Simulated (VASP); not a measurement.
Data:

```xyz
1
Lattice="0.0000 2.1152 2.1152 2.1152 0.0000 2.1152 2.1152 2.1152 0.0000" Properties=species:S:1:pos:R:3 pbc="T T T"
Cl     0.0000     0.0000     0.0000
```

Method: PBEsol GGA, VASP's PBE PAW potentials (set 64) (plane waves; VASP). Numerical set-up: 400 eV cut-off, Gaussian smearing of 0.050 eV, potentials Cl.

Q: Estimate the band gap (along the path) with the smallest direct gap where there is one.

A: 
```yaml
band gap (along the path): none (metal, semimetal or under 0.01 eV)
```

Only differences to runs with the same potentials and settings are physical.

The structure was generated: Cl was put into the fcc type (Fm-3m), which need not be its known phase. It was relaxed first, which changed the volume by -11 %.
